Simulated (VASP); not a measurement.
Output of a VASP run:

**OSZICAR**
```
       N       E                     dE             d eps       ncg     rms          rms(c)
DAV:   1     0.113576939208E+03    0.11358E+03   -0.83616E+03   776   0.157E+03
DAV:   2    -0.280434702523E+01   -0.11638E+03   -0.10756E+03   810   0.375E+02
DAV:   3    -0.946505436519E+01   -0.66607E+01   -0.66400E+01   893   0.894E+01
DAV:   4    -0.953779189699E+01   -0.72738E-01   -0.72724E-01   857   0.100E+01
DAV:   5    -0.953862932868E+01   -0.83743E-03   -0.83742E-03   875   0.110E+00    0.491E+00
DAV:   6    -0.878441779469E+01    0.75421E+00   -0.32483E+00   936   0.185E+01    0.182E+00
DAV:   7    -0.876952429947E+01    0.14893E-01   -0.30232E-02   803   0.265E+00    0.102E+00
DAV:   8    -0.876825998734E+01    0.12643E-02   -0.24935E-02   794   0.433E+00    0.124E-01
DAV:   9    -0.876890969882E+01   -0.64971E-03   -0.40409E-03   893   0.728E-01    0.859E-02
DAV:  10    -0.876881186638E+01    0.97832E-04   -0.73412E-04   812   0.380E-01    0.116E-02
DAV:  11    -0.876881441819E+01   -0.25518E-05   -0.33300E-05   851   0.155E-01    0.478E-03
DAV:  12    -0.876881473303E+01   -0.31484E-06   -0.45785E-06   848   0.360E-02
   1 F= -.87688147E+01 E0= -.87688147E+01  d E =-.876881E+01
```

OUTCAR:
```
------------------------ aborting loop because EDIFF is reached ----------------------------------------
  FORCE on cell =-STRESS in cart. coord.  units (eV):
  Direction    XX          YY          ZZ          XY          YZ          ZX
  --------------------------------------------------------------------------------------
  Total       -0.0095202     -0.0095202     -0.0095202      0.0000000      0.0000000     -0.0000000
  in kB       -0.6147145     -0.6147145     -0.6147145      0.0000000      0.0000000     -0.0000000
  external PRESSURE =      -0.6147145 kB  Pullay stress =       0.0000000 kB
  volume of cell :       24.81
      direct lattice vectors                 reciprocal lattice vectors
     0.000000000  2.315000000  2.315000000    -0.215982721  0.215982721  0.215982721
     2.315000000  0.000000000  2.315000000     0.215982721 -0.215982721  0.215982721
     2.315000000  2.315000000  0.000000000     0.215982721  0.215982721 -0.215982721
  FREE ENERGIE OF THE ION-ELECTRON SYSTEM (eV)
  ---------------------------------------------------
  free  energy   TOTEN  =        -8.7688147330 eV

  energy  without entropy=       -8.7688147330  energy(sigma->0) =       -8.76881473

 reached required accuracy - stopping structural energy minimisation
```
(Selected blocks of OUTCAR.)

POSCAR:
```
NaF
1
    0.0000000000     2.3150000000     2.3150000000
    2.3150000000     0.0000000000     2.3150000000
    2.3150000000     2.3150000000     0.0000000000
Na F
1 1
Direct
  0.0000000000   0.0000000000   0.0000000000
  0.5000000000   0.5000000000   0.5000000000
```

Question: Reconstruct the remaining input files.

Answer: Several could match; the one computed here: the input of the run itself, PBEsol GGA, plane waves, VASP's PBE PAW potentials (set 64).

INCAR:
```
SYSTEM = NaF
PREC = Accurate
ENCUT = 530
EDIFF = 1E-6
NELM = 100
ALGO = Normal
LREAL = .FALSE.
LASPH = .TRUE.
ISMEAR = 0
SIGMA = 0.05
GGA = PS
LWAVE = .FALSE.
LCHARG = .FALSE.
IBRION = 2
ISIF = 3
NSW = 60
EDIFFG = -0.01
```

### KPOINTS
```
Automatic
0
gamma
  9 9 9
0 0 0
```

POTCAR, in this order: Na_pv F (PBE.64 set). Program: vasp_std.

The compound is NaF in the rock salt structure. The cell was not relaxed at this level.
